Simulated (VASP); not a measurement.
A run of VASP 6.6.1:

File INCAR:

```
SYSTEM = GaGe3
PREC = Accurate ; ENCUT = 520
EDIFF = 1E-6 ; ISMEAR = 1
SIGMA = 0.3 ; LREAL = .False.
LASPH = .True. ; NELM = 100
ALGO = Fast ; ISIF = 2
LWAVE = .False. ; LCHARG = .False.
GGA = PE ; NBANDS = 36
```

Contents of KPOINTS:

```
regular mesh
0
Gamma
  6 6 6
  0 0 0
```

The input POSCAR:

```
GaGe3
1.0
    0.0000000000      3.3871670000      3.3871670000
    3.3871670000      0.0000000000      3.3871670000
    3.3871670000      3.3871670000      0.0000000000
Ga Ge
1 3
Direct
    0.0000000000      0.0000000000      0.0000000000
    0.2500000000      0.2500000000      0.2500000000
    0.7500000000      0.7500000000      0.7500000000
    0.5000000000      0.5000000000      0.5000000000
```

Potentials or basis: VASP PAW PBE potentials, release 64 (Ga_d, Ge_d).

Launch:

```console
$ cat potpaw_PBE.64/Ga_d/POTCAR potpaw_PBE.64/Ge_d/POTCAR > POTCAR
$ mpirun -np 1 vasp_std > vasp.out
```

Hardware: 1 thread of Intel(R) Xeon(R) Platinum 8488C (Sapphire Rapids), with other jobs on the host.

Question: How long does it take, and how much memory?

Answer: It took 31 s on 1 thread of Intel(R) Xeon(R) Platinum 8488C (Sapphire Rapids) (shared host), peak memory 0.21 GiB. Counts: scf iterations 12, k points 16.
